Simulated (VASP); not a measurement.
Computed with PBE GGA, VASP's PBE PAW potentials (set 64) (plane waves; VASP).

VASP input:

File KPOINTS:
```
Automatic mesh
0
Gamma
11 11 9
0 0 0
```

INCAR:
```
SYSTEM = MgB2
PREC = Accurate
ENCUT = 620
EDIFF = 1E-6
NELM = 100
ALGO = Normal
LREAL = .FALSE.
LASPH = .TRUE.
ISMEAR = 1
SIGMA = 0.1
GGA = PE
LWAVE = .FALSE.
LCHARG = .FALSE.
IBRION = 2
ISIF = 3
NSW = 40
EDIFFG = -0.02
```

File POSCAR:
```
MgB2
1.0
  1.5410674568  -2.6692066392   0.0000000000
  1.5410674568   2.6692066392   0.0000000000
  0.0000000000   0.0000000000   3.5031296128
Mg B
1 2
Cart
  0.0000000000   0.0000000000   0.0000000000
  1.5410674568   0.8897373259   1.7515648064
  1.5410674568  -0.8897373259   1.7515648064
```

POTCAR, in this order: Mg B (PBE.64 set). Program: vasp_std.

Output

File OUTCAR:
```
 ion  position               nearest neighbor table
   1  0.000  0.000  0.000-   2 2.50   3 2.50   2 2.50   3 2.50   3 2.50   3 2.50   2 2.50   2 2.50
                             3 2.50   3 2.50   2 2.50   2 2.50
   2  0.333  0.667  0.500-   3 1.78   3 1.78   3 1.78   1 2.50   1 2.50   1 2.50   1 2.50   1 2.50
                             1 2.50
   3  0.667  0.333  0.500-   2 1.78   2 1.78   2 1.78   1 2.50   1 2.50   1 2.50   1 2.50   1 2.50
                             1 2.50
  LATTYP: Found a hexagonal cell.
 ALAT       =     3.0821344859
 C/A-ratio  =     1.1365920692
 Subroutine PRICEL returns:
 Original cell was already a primitive cell.
 Subroutine GETGRP returns: Found 24 space group operations
The static configuration has the point symmetry D_6h.
The dynamic configuration has the point symmetry D_6h.
 Subroutine INISYM returns: Found 24 space group operations
 Subroutine IBZKPT returns following result:
 Found     80 irreducible k-points:

 Following reciprocal coordinates:
            Coordinates               Weight
  0.000000  0.000000  0.000000      1.000000
  0.090909  0.000000  0.000000      6.000000
  0.181818  0.000000  0.000000      6.000000
  0.272727  0.000000  0.000000      6.000000
  0.363636  0.000000  0.000000      6.000000
  0.454545  0.000000  0.000000      6.000000
  0.090909  0.090909  0.000000      6.000000
  0.181818  0.090909  0.000000     12.000000
  0.272727  0.090909  0.000000     12.000000
  0.363636  0.090909  0.000000     12.000000
  0.454545  0.090909  0.000000      6.000000
  0.181818  0.181818  0.000000      6.000000
  0.272727  0.181818  0.000000     12.000000
  0.363636  0.181818  0.000000     12.000000
  0.272727  0.272727  0.000000      6.000000
  0.363636  0.272727  0.000000      6.000000
  0.000000  0.000000  0.111111      2.000000
  0.090909  0.000000  0.111111     12.000000
  0.181818  0.000000  0.111111     12.000000
...
```

### OSZICAR
```
       N       E                     dE             d eps       ncg     rms          rms(c)
DAV:   1     0.107188401715E+02    0.10719E+02   -0.43800E+03  1296   0.977E+02
DAV:   2    -0.166143191652E+02   -0.27333E+02   -0.26062E+02  1856   0.121E+02
DAV:   3    -0.169871376638E+02   -0.37282E+00   -0.37240E+00  1656   0.174E+01
DAV:   4    -0.169878957352E+02   -0.75807E-03   -0.75805E-03  1984   0.690E-01
DAV:   5    -0.169878962869E+02   -0.55170E-06   -0.55157E-06  1672   0.131E-02    0.522E+00
DAV:   6    -0.155757914739E+02    0.14121E+01   -0.23405E+00  1408   0.845E+00    0.253E+00
DAV:   7    -0.153328357732E+02    0.24296E+00   -0.12609E+00  1552   0.607E+00    0.781E-01
DAV:   8    -0.153332530691E+02   -0.41730E-03   -0.15782E-01  1400   0.247E+00    0.464E-01
DAV:   9    -0.153224784589E+02    0.10775E-01   -0.37268E-02  1384   0.107E+00    0.513E-02
DAV:  10    -0.153225320411E+02   -0.53582E-04   -0.82448E-04  1880   0.225E-01    0.285E-02
DAV:  11    -0.153225162402E+02    0.15801E-04   -0.19566E-04  1416   0.805E-02    0.828E-03
DAV:  12    -0.153225111658E+02    0.50744E-05   -0.21476E-05  1480   0.274E-02    0.863E-04
DAV:  13    -0.153225111935E+02   -0.27775E-07   -0.26456E-07  1000   0.457E-03
   1 F= -.15322511E+02 E0= -.15322431E+02  d E =-.153225E+02
       N       E                     dE             d eps       ncg     rms          rms(c)
DAV:   1    -0.153267795420E+02   -0.42684E-02   -0.70201E-02  1832   0.218E+00    0.155E-01
DAV:   2    -0.153254383942E+02    0.13411E-02   -0.28115E-03  1680   0.347E-01    0.710E-02
DAV:   3    -0.153251687310E+02    0.26966E-03   -0.10074E-03  1608   0.173E-01    0.189E-02
DAV:   4    -0.153251604795E+02    0.82515E-05   -0.45679E-05  1536   0.530E-02    0.326E-03
DAV:   5    -0.153251598038E+02    0.67562E-06   -0.30655E-06  1528   0.107E-02
   2 F= -.15325160E+02 E0= -.15325206E+02  d E =-.264861E-02
       N       E                     dE             d eps       ncg     rms          rms(c)
DAV:   1    -0.153251608612E+02   -0.38172E-06   -0.13828E-05  1744   0.304E-02    0.218E-03
DAV:   2    -0.153251605656E+02    0.29556E-06   -0.54431E-07   824   0.495E-03
   3 F= -.15325161E+02 E0= -.15325205E+02  d E =-.264937E-02
       N       E                     dE             d eps       ncg     rms          rms(c)
DAV:   1    -0.153256783651E+02   -0.51750E-03   -0.81499E-03  1600   0.828E-01    0.644E-02
DAV:   2    -0.153254649523E+02    0.21341E-03   -0.48128E-04  1672   0.140E-01    0.259E-02
DAV:   3    -0.153254334715E+02    0.31481E-04   -0.13721E-04  1616   0.666E-02    0.436E-03
DAV:   4    -0.153254325290E+02    0.94250E-06   -0.23321E-06  1416   0.132E-02
   4 F= -.15325433E+02 E0= -.15325504E+02  d E =-.271963E-03
```

OUTCAR:
```
------------------------ aborting loop because EDIFF is reached ----------------------------------------
  FORCE on cell =-STRESS in cart. coord.  units (eV):
  Direction    XX          YY          ZZ          XY          YZ          ZX
  --------------------------------------------------------------------------------------
  Total        0.0018450      0.0018450     -0.0141380      0.0000000     -0.0000000      0.0000000
  in kB        0.1025154      0.1025154     -0.7855521      0.0000000     -0.0000000      0.0000000
  external PRESSURE =      -0.1935071 kB  Pullay stress =       0.0000000 kB
  volume of cell :       28.84
      direct lattice vectors                 reciprocal lattice vectors
     1.534754788 -2.658272782  0.000000000     0.325784942 -0.188092059  0.000000000
     1.534754788  2.658272782 -0.000000000     0.325784942  0.188092059  0.000000000
    -0.000000000 -0.000000000  3.533915149     0.000000000  0.000000000  0.282972272
 POSITION                                       TOTAL-FORCE (eV/Angst)
 -----------------------------------------------------------------------------------
      1.53475      2.65827      3.53392        -0.000000      0.000000     -0.000000
      1.53475      0.88609      1.76696        -0.000000     -0.000000     -0.000000
      1.53475     -0.88609      1.76696         0.000000      0.000000      0.000000
 -----------------------------------------------------------------------------------
    total drift:                               -0.000000     -0.000000      0.000000
  FREE ENERGIE OF THE ION-ELECTRON SYSTEM (eV)
  ---------------------------------------------------
  free  energy   TOTEN  =       -15.3254325290 eV

  energy  without entropy=      -15.3256473540  energy(sigma->0) =      -15.32550414

 reached required accuracy - stopping structural energy minimisation
```
(Selected blocks of OUTCAR.)

### CONTCAR
```
MgB2
   1.00000000000000
     1.5347547878356018   -2.6582727819089809    0.0000000000000000
     1.5347547878356018    2.6582727819089809   -0.0000000000000000
    -0.0000000000000000   -0.0000000000000000    3.5339151490075262
  Mg              B
     1     2
Direct
     0.0000000000000000    1.0000000000000000    1.0000000000000000
     0.3333330000000032    0.6666669999999968    0.5000000000000000
     0.6666669999999968    0.3333330000000032    0.5000000000000000
```

The compound is MgB2 in the AlB2 type structure. This run relaxes it. Symmetry was kept, so distortions that lower it aren't found.
